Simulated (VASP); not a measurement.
Consider the following.

```
CELL_PARAMETERS angstrom
     -2.38819     2.38819     1.30303
      2.38819    -2.38819     1.30303
      2.38819     2.38819    -1.30303
ATOMIC_POSITIONS crystal
  Ir 0.75000 0.25000 0.50000
  Ir 0.00000 0.00000 0.00000
```

These are PBEsol GGA, VASP's PBE PAW potentials (set 64) (plane waves; VASP 6.6.1) values and carry that method's errors. Run with 400 eV cut-off, 14×14×14 Γ-centred mesh, first-order Methfessel-Paxton smearing of 0.10 eV, potentials Ir.

Energy and stress use the plane-wave basis of the starting cell.

Task: The ions, cell shape and volume are relaxed. Which structure does the run end with?

Result: 
```
CELL_PARAMETERS angstrom
     -2.40086     2.40086     1.36277
      2.40086    -2.40086     1.36277
      2.40086     2.40086    -1.36277
ATOMIC_POSITIONS crystal
  Ir 0.75000 0.25000 0.50000
  Ir 0.00000 0.00000 0.00000
```
Space group I4_1/amd (141), at a tolerance of 0.03 Å.

Task: How do energy and volume change from the first to the last step?

Result: The energy (σ→0) changes by -61.6 meV/atom and the volume by +5.7 %, in 9 ionic steps.

The structure was generated: Ir was put into the beta-Sn type (I4_1/amd), which need not be its known phase. This run relaxes it. Symmetry was kept, so distortions that lower it aren't found.
